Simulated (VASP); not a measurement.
# TiC: input slips in a relaxation and what they do

Aim: see how common mistakes in a VASP relaxation show up, on TiC. The starting structure is a measured crystal structure from the Crystallography Open Database. The first relaxation on each setting starts from this cell expanded by 3 % in volume.

Calculated with VASP 6.6.1; Kohn-Sham DFT with plane waves and PAW; PBEsol.

The database entry behind the starting cell differs from later determinations by our own check (about 0.5 % long), so it need not match the best structure at ambient conditions.

### 1. The starting structure

Symmetry: Fm-3m, No. 225, cubic system. Conventional cell: a = 4.350 Å, b = 4.350 Å, c = 4.350 Å, α = 90.00°, β = 90.00°, γ = 90.00°. Nearest to Ti lie 6 C at 2.17 Å. C has 6 Ti at 2.17 Å nearest. Farther neighbours are not listed.

### 2. Reference relaxation

This run starts from the cell of an earlier relaxation, which isn't shown; the restart sets up the plane waves anew.

The input, INCAR:

```
SYSTEM = TiC
PREC = Accurate
ENCUT = 520
EDIFF = 1E-06
NELM = 100
ISMEAR = 1
SIGMA = 0.15
LREAL = .FALSE.
ALGO = Normal
GGA = PS
NBANDS = 14
LASPH = .TRUE.
LORBIT = 11
LWAVE = .FALSE.
LCHARG = .FALSE.
KPAR = 4
IBRION = 2
NSW = 50
ISIF = 3
EDIFFG = -0.006
```

The input, POSCAR:

```
TiC
1.0
    0.0000000000      2.1473227617      2.1473227617
    2.1473227617      0.0000000000      2.1473227617
    2.1473227617      2.1473227617      0.0000000000
Ti C
1 1
Direct
    0.5000000000      0.5000000000      0.5000000000
    0.0000000000      0.0000000000      0.0000000000
```

The input, KPOINTS:

```
Automatic mesh
0
Gamma
18 18 18
0 0 0
```

The projector-augmented-wave data sets are Ti_sv and C (PBE family, release 64).

The run is started by

```sh
$ mpirun -np 4 vasp_std
```

Log:

```text
[banner, memory and clock lines left out]
running    4 mpi-ranks, on    1 nodes
 distrk:  each k-point on    1 cores,    4 groups
 distr:  one band on    1 cores,    1 groups

 POSCAR found type information on POSCAR TiC
 POSCAR found :  2 types and       2 ions
|                                                                             |
|               ----> ADVICE to this user running VASP <----                  |
|                                                                             |
|     You enforced a specific xc type in the INCAR file but a different       |
|     [... a line on the potential file left out ...]
|     I HOPE YOU KNOW WHAT YOU ARE DOING!                                     |
|                                                                             |

 LDA part: xc-table for (Slater+PW92), standard interpolation
 POSCAR, INCAR and KPOINTS ok, starting setup
 FFT: planning ... GRIDC
 FFT: planning ... GRID_SOFT
 FFT: planning ... GRID
 WAVECAR not read
 entering main loop
       N       E                     dE             d eps       ncg     rms          rms(c)
DAV:   1     0.122547569068E+03    0.12255E+03   -0.85451E+03  5460   0.143E+03
DAV:   2    -0.136555138601E+02   -0.13620E+03   -0.12787E+03  5802   0.356E+02
DAV:   3    -0.246634370103E+02   -0.11008E+02   -0.10818E+02  8690   0.932E+01
DAV:   4    -0.251463096397E+02   -0.48287E+00   -0.48257E+00  6474   0.151E+01
DAV:   5    -0.251629533915E+02   -0.16644E-01   -0.16643E-01  7616   0.239E+00    0.189E+01
DAV:   6    -0.203601305955E+02    0.48028E+01   -0.12535E+01  7804   0.601E+01    0.665E+00
DAV:   7    -0.198439004506E+02    0.51623E+00   -0.20161E+00  6634   0.212E+01    0.528E+00
DAV:   8    -0.198103399702E+02    0.33560E-01   -0.11325E-01  6138   0.418E+00    0.313E+00
DAV:   9    -0.198055765219E+02    0.47634E-02   -0.10156E-01  6602   0.385E+00    0.803E-01
DAV:  10    -0.198042462298E+02    0.13303E-02   -0.98114E-03  7516   0.135E+00    0.709E-01
DAV:  11    -0.198020728083E+02    0.21734E-02   -0.55741E-03  5802   0.112E+00    0.131E-01
DAV:  12    -0.198020613175E+02    0.11491E-04   -0.36460E-04  6222   0.222E-01    0.418E-02
DAV:  13    -0.198020551040E+02    0.62135E-05   -0.15665E-05  7024   0.333E-02    0.600E-03
DAV:  14    -0.198020548693E+02    0.23471E-06   -0.48313E-07  4296   0.926E-03
   1 F= -.19802055E+02 E0= -.19802018E+02  d E =-.198021E+02
 curvature:   0.00 expect dE= 0.000E+00 dE for cont linesearch  0.000E+00
 trial: gam= 0.00000 g(F)=  0.252E-59 g(S)=  0.889E-07 ort = 0.000E+00 (trialstep = 0.100E+01)
 search vector abs. value=  0.890E-07
 reached required accuracy - stopping structural energy minimisation
```

It took 30 s on 4 MPI ranks of AMD EPYC 7R43, shared host; peak memory 0.53 GiB; 1.8 min of CPU time.

Lines that name or quote the potential files are left out of all logs, and their timing lines are given in words.

Parts of OUTCAR (step 2):

```text
ion  position               nearest neighbor table
   1  0.500  0.500  0.500-   2 2.15   2 2.15   2 2.15   2 2.15   2 2.15   2 2.15
   2  0.000  0.000  0.000-   1 2.15   1 2.15   1 2.15   1 2.15   1 2.15   1 2.15

  LATTYP: Found a face centered cubic cell.
 ALAT       =     4.2946455234

 Subroutine GETGRP returns: Found 48 space group operations
 (whereof 48 operations were pure point group operations)

The static configuration has the point symmetry O_h .

 Found    195 irreducible k-points:

   k-points           NKPTS =    195   k-points in BZ     NKDIM =    195   number of bands    NBANDS=     14

   dimension x,y,z NGX =    24 NGY =   24 NGZ =   24
   dimension x,y,z NGXF=    48 NGYF=   48 NGZF=   48

   ENCUT  =  520.0 eV  38.22 Ry    6.18 a.u.   5.65  5.65  5.65*2*pi/ulx,y,z

   NELECT =      16.0000    total number of electrons

 k-points in reciprocal lattice and weights: Automatic mesh
   0.00000000  0.00000000  0.00000000       0.000
   0.05555556  0.00000000  0.00000000       0.001
   0.11111111  0.00000000  0.00000000       0.001
   0.16666667  0.00000000  0.00000000       0.001
   0.22222222  0.00000000  0.00000000       0.001
   0.27777778  0.00000000  0.00000000       0.001
   0.33333333  0.00000000  0.00000000       0.001
   0.38888889  0.00000000  0.00000000       0.001
   0.44444444  0.00000000  0.00000000       0.001
[...]
-0.27777778  0.44444444  0.22222222       0.004
  -0.27777778  0.50000000  0.22222222       0.002

 average (electrostatic) potential at core
       1 -70.5803       2 -44.2999

 E-fermi :   9.6071

 k-point     1 :       0.0000    0.0000    0.0000
  band No.  band energies     occupation
      1     -46.6520      2.00000
      2     -22.7644      2.00000
      3     -22.7644      2.00000
      4     -22.7644      2.00000
      5      -2.8820      2.00000
      6      10.2761     -0.00000
      7      10.2761     -0.00000
      8      10.2761     -0.00000
      9      11.3420     -0.00000
     10      11.3420     -0.00000
    ...

 k-point     2 :       0.0556    0.0000    0.0000
  band No.  band energies     occupation
      1     -46.6495      2.00000
      2     -22.7819      2.00000
      3     -22.7660      2.00000
      4     -22.7660      2.00000
      5      -2.8091      2.00000
      6       9.9114     -0.01454
      7      10.1411     -0.00001
      8      10.1411     -0.00001
      9      10.6863     -0.00000
     10      10.6863     -0.00000
    ...

 k-point     3 :       0.1111    0.0000    0.0000
  band No.  band energies     occupation
    ...
      4     -22.7707      2.00000
      5      -2.5942      2.00000
      6       9.1573      2.00019
      7       9.4930      1.95853
      8       9.4930      1.95853
      9      10.6757     -0.00000
     10      10.6757     -0.00000
     11      11.8495     -0.00000
     12      13.2547      0.00000
     13      13.2547      0.00000
    ...

  Total       -0.0011082     -0.0011082     -0.0011082     -0.0000000      0.0000000      0.0000000
  in kB       -0.0896653     -0.0896653     -0.0896653     -0.0000000      0.0000000      0.0000000
  external PRESSURE =      -0.0896653 kB  Pullay stress =       0.0000000 kB

  energy-cutoff  :      520.00
  volume of cell :       19.80
      direct lattice vectors                 reciprocal lattice vectors
     0.000000000  2.147322762  2.147322762    -0.232848088  0.232848088  0.232848088
     2.147322762  0.000000000  2.147322762     0.232848088 -0.232848088  0.232848088
     2.147322762  2.147322762  0.000000000     0.232848088  0.232848088 -0.232848088

 POSITION                                       TOTAL-FORCE (eV/Angst)
 -----------------------------------------------------------------------------------
      2.14732      2.14732      2.14732        -0.000000     -0.000000      0.000000
      0.00000      0.00000      0.00000         0.000000      0.000000     -0.000000
 -----------------------------------------------------------------------------------
    total drift:                               -0.000000     -0.000000      0.000000

  FREE ENERGIE OF THE ION-ELECTRON SYSTEM (eV)
  ---------------------------------------------------
  free  energy   TOTEN  =       -19.8020548693 eV

  energy  without entropy=      -19.8019449435  energy(sigma->0) =      -19.80201823

 reached required accuracy - stopping structural energy minimisation

 total charge
# of ion       s       p       d       tot
------------------------------------------
    1        2.206   6.263   1.994  10.464
    2        0.893   1.505   0.000   2.398
--------------------------------------------------
tot          3.099   7.769   1.994  12.862

[... 3 further parts left out ...]
```

The PAW data sets were made with PBE, which is usual practice but a small mismatch for other functionals. The run keeps the 48 symmetry operations of its start, so it cannot find a distortion of lower symmetry.

The reference relaxation ends at 9.901 Å³ an atom.

### 3. Relaxation with an ionic step far too long

A slip made on purpose: an ionic step far too long. Against step 2 the input has IBRION = 1 and POTIM = 2 (also changed: NELM and NSW).

INCAR: that of step 2 with these lines changed.

```diff
@@ -4,3 +4,3 @@
 EDIFF = 1E-06
-NELM = 100
+NELM = 60
 ISMEAR = 1
@@ -16,5 +16,6 @@
 KPAR = 4
-IBRION = 2
-NSW = 50
+IBRION = 1
+NSW = 30
 ISIF = 3
 EDIFFG = -0.006
+POTIM = 2
```

The input, POSCAR:

```
TiC
1.0
    0.0000000000      2.1965360541      2.1965360541
    2.1965360541      0.0000000000      2.1965360541
    2.1965360541      2.1965360541      0.0000000000
Ti C
1 1
Direct
    0.5000000000      0.5000000000      0.5000000000
    0.0000000000      0.0000000000      0.0000000000
```

KPOINTS is that of step 2.

The run is started by

```sh
$ mpirun -np 4 vasp_std
```

Log:

```text
[banner, memory and clock lines left out]
running    4 mpi-ranks, on    1 nodes
[...]
[... a notice as in an earlier step ...]

 LDA part: xc-table for (Slater+PW92), standard interpolation
 POSCAR, INCAR and KPOINTS ok, starting setup
[...]
entering main loop
       N       E                     dE             d eps       ncg     rms          rms(c)
DAV:   1     0.123079172338E+03    0.12308E+03   -0.84820E+03  5476   0.140E+03
DAV:   2    -0.132530078904E+02   -0.13633E+03   -0.12810E+03  5802   0.353E+02
DAV:   3    -0.248743387486E+02   -0.11621E+02   -0.11390E+02  9214   0.929E+01
DAV:   4    -0.252583737328E+02   -0.38403E+00   -0.38390E+00  6256   0.141E+01
[...]
DAV:  14    -0.197303177096E+02    0.63151E-05   -0.23994E-05  6908   0.414E-02    0.886E-03
DAV:  15    -0.197303164348E+02    0.12748E-05   -0.22327E-06  5916   0.214E-02    0.274E-03
DAV:  16    -0.197303162816E+02    0.15314E-06   -0.41802E-07  3162   0.122E-02
   1 F= -.19730316E+02 E0= -.19730273E+02  d E =-.197303E+02
[... from here on, the cycles between the ionic steps are left out ...]
   2 F= -.11061488E+02 E0= -.11061413E+02  d E =0.866883E+01
   3 F= -.19792793E+02 E0= -.19792748E+02  d E =-.873130E+01
   4 F= -.19801428E+02 E0= -.19801388E+02  d E =-.863528E-02
   5 F= -.19802787E+02 E0= -.19802750E+02  d E =-.135846E-02
   6 F= -.19802790E+02 E0= -.19802753E+02  d E =-.302436E-05
 BRION: g(F)=  0.626E-59 g(S)=  0.129E-04 retain N=  1 mean eig= 0.21
 eig:   0.210
 reached required accuracy - stopping structural energy minimisation
```

Elapsed: 2.6 min, on 4 MPI ranks; peak memory 0.85 GiB; 9.4 min of CPU time.

From OUTCAR (step 3):

```text
  Total        0.0066873      0.0066873      0.0066873      0.0000000      0.0000000     -0.0000000
  in kB        0.5410575      0.5410575      0.5410575      0.0000000      0.0000000     -0.0000000
  external PRESSURE =       0.5410575 kB  Pullay stress =       0.0000000 kB

 POSITION                                       TOTAL-FORCE (eV/Angst)
 -----------------------------------------------------------------------------------
      2.14731      2.14731      2.14731        -0.000000     -0.000000     -0.000000
     -0.00000     -0.00000     -0.00000         0.000000      0.000000      0.000000
 -----------------------------------------------------------------------------------
    total drift:                               -0.000000     -0.000000      0.000000

  FREE ENERGIE OF THE ION-ELECTRON SYSTEM (eV)
  ---------------------------------------------------
  free  energy   TOTEN  =       -19.8027895800 eV

  energy  without entropy=      -19.8026797276  energy(sigma->0) =      -19.80275296

[... 2 parts as in an earlier step ...]

[... 2 further parts left out ...]
[key lines of the parts left out:]
E-fermi :   9.6072
```

With an ionic step far too long the cell ends at 9.901 Å³ an atom, +0.00 % from the reference.

### 4. Relaxation with a loose electronic threshold

A slip made on purpose: a loose electronic threshold. Against step 2 the input has EDIFF = 0.01 (also changed: NELM and NSW).

INCAR: that of step 3 with these lines changed.

```diff
@@ -3,3 +3,3 @@
 ENCUT = 520
-EDIFF = 1E-06
+EDIFF = 0.01
 NELM = 60
@@ -16,3 +16,3 @@
 KPAR = 4
-IBRION = 1
+IBRION = 2
 NSW = 30
@@ -20,2 +20 @@
 EDIFFG = -0.006
-POTIM = 2
```

POSCAR is that of step 3.

KPOINTS is that of step 3.

The run is started by

```sh
$ mpirun -np 4 vasp_std
```

Log:

```text
[... set-up lines as in an earlier step ...]
 entering main loop
       N       E                     dE             d eps       ncg     rms          rms(c)
[... 9 cycles as in an earlier step ...]
DAV:  10    -0.197350828622E+02   -0.87654E-03   -0.18194E-02  6714   0.130E+00
   1 F= -.19735083E+02 E0= -.19735037E+02  d E =-.197351E+02
[... from here on, the cycles between the ionic steps are left out ...]
   2 F= -.19795084E+02 E0= -.19795043E+02  d E =-.600013E-01
   3 F= -.19413878E+02 E0= -.19413927E+02  d E =0.321205E+00
   4 F= -.19794713E+02 E0= -.19794682E+02  d E =-.596305E-01
   5 F= -.19801398E+02 E0= -.19801363E+02  d E =-.663153E-01
   6 F= -.19803389E+02 E0= -.19803342E+02  d E =-.683065E-01
   7 F= -.19802376E+02 E0= -.19802340E+02  d E =-.672931E-01
   8 F= -.19793458E+02 E0= -.19793414E+02  d E =0.891803E-02
   9 F= -.19801287E+02 E0= -.19801243E+02  d E =0.108930E-02
  10 F= -.19803514E+02 E0= -.19803491E+02  d E =-.113813E-02
[...]
reached required accuracy - stopping structural energy minimisation
```

Elapsed: 1.7 min, on 4 MPI ranks; peak memory 0.62 GiB.

OUTCAR, selected parts (step 4):

```text
  Total       -0.0023380     -0.0023380     -0.0023380      0.0000000      0.0000000      0.0000000
  in kB       -0.1884578     -0.1884578     -0.1884578      0.0000000      0.0000000      0.0000000
  external PRESSURE =      -0.1884578 kB  Pullay stress =       0.0000000 kB

 POSITION                                       TOTAL-FORCE (eV/Angst)
 -----------------------------------------------------------------------------------
      2.14999      2.14999      2.14999         0.000000      0.000000     -0.000000
      0.00000      0.00000      0.00000        -0.000000     -0.000000      0.000000
 -----------------------------------------------------------------------------------
    total drift:                               -0.000000     -0.000000      0.000000

  FREE ENERGIE OF THE ION-ELECTRON SYSTEM (eV)
  ---------------------------------------------------
  free  energy   TOTEN  =       -19.8035141185 eV

  energy  without entropy=      -19.8034455755  energy(sigma->0) =      -19.80349127

[... 2 parts as in an earlier step ...]

[... 2 further parts left out ...]
[key lines of the parts left out:]
E-fermi :   9.5853
```

Logs of long relaxations may skip ionic steps without a mark.

With a loose electronic threshold the cell ends at 9.938 Å³ an atom, +0.37 % from the reference.

### 5. Relaxation with the cell held fixed (ISIF = 2)

A slip made on purpose: the cell held fixed (ISIF = 2). Against step 2 the input has ISIF = 2 (also changed: NELM).

INCAR: that of step 4 with these lines changed.

```diff
@@ -3,3 +3,3 @@
 ENCUT = 520
-EDIFF = 0.01
+EDIFF = 1E-06
 NELM = 60
@@ -17,4 +17,4 @@
 IBRION = 2
-NSW = 30
-ISIF = 3
+NSW = 50
+ISIF = 2
 EDIFFG = -0.006
```

POSCAR is that of step 4.

KPOINTS is that of step 4.

The run is started by

```sh
$ mpirun -np 4 vasp_std
```

Log:

```text
[... set-up lines as in an earlier step ...]
 entering main loop
       N       E                     dE             d eps       ncg     rms          rms(c)
[... 16 cycles as in an earlier step ...]
   1 F= -.19730316E+02 E0= -.19730273E+02  d E =-.197303E+02
[...]
reached required accuracy - stopping structural energy minimisation
```

It took 30 s on 4 MPI ranks; peak memory 0.56 GiB; 1.9 min of CPU time.

(Part 1 of 2 ends here.)

[Lines on the potential files, build, host, timing and source positions are cut from VASP's logs without a mark.]

[Logs are printed without paths, hosts, clocks, repeated set-up lines and the standing remarks that a program may print on its own settings, such as how far it seeks lower states.]

[Hosts, paths, dates, database ids (printed as entryN), source tags and the programs' standing remarks are cut or masked in the printed files.]
